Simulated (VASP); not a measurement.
An input for Quantum ESPRESSO's pw.x (written as the equivalent of a VASP run, and not itself run):

```
&CONTROL
  calculation = 'scf'
  pseudo_dir = './pseudo'
  outdir = './out'
  tprnfor = .true.
  tstress = .true.
/
&SYSTEM
  ibrav = 0
  nat = 2
  ntyp = 1
  ecutwfc = 100
  occupations = 'tetrahedra'
  input_dft = 'revpbe'
/
&ELECTRONS
  conv_thr = 7.3e-09
  electron_maxstep = 100
/
ATOMIC_SPECIES
  Lu 174.967 Lu.upf
CELL_PARAMETERS angstrom
     1.7750091   -3.0744060    0.0000000
     1.7750091    3.0744060    0.0000000
     0.0000000    0.0000000    5.5455693
ATOMIC_POSITIONS crystal
  Lu   0.3333330  0.6666670  0.2500000
  Lu   0.6666670  0.3333330  0.7500000
K_POINTS automatic
  13 13 8 0 0 0
```

Problem. Write the VASP files for the same calculation (revPBE).

Solution. Several could match; the one computed here: 
File KPOINTS:
```
Automatic mesh
0
Gamma
13 13 8
0 0 0
```

**POSCAR**
```
Lu
11.0911390
  0.1600384841  -0.2771947937   0.0000000000
  0.1600384841   0.2771947937   0.0000000000
  0.0000000000   0.0000000000   0.4999999836
Lu
2
Cart
  0.1600384841   0.0923984494   0.1249999959
  0.1600384841  -0.0923984494   0.3749999877
```

INCAR:
```
ALGO = Normal
EDIFF = 1E-7
ENCUT = 520
GGA = RE
ISIF = 2
ISMEAR = -5
LASPH = .TRUE.
LCHARG = .TRUE.
LMAXMIX = 6
LORBIT = 11
LREAL = .FALSE.
LWAVE = .FALSE.
NEDOS = 601
NELM = 100
PREC = Accurate
SYSTEM = Lu
```

POTCAR, in this order: Lu_3 (PBE.64 set). Program: vasp_std.

What does not carry over: the potentials are each code's own (VASP's PAW set, PseudoDojo norm-conserving files in pw.x), so ENCUT and ecutwfc are chosen apart and not converted; conv_thr bounds pw.x's estimated SCF error, while EDIFF bounds the energy change between steps.

The compound is Lu in the hcp structure. It was relaxed first.
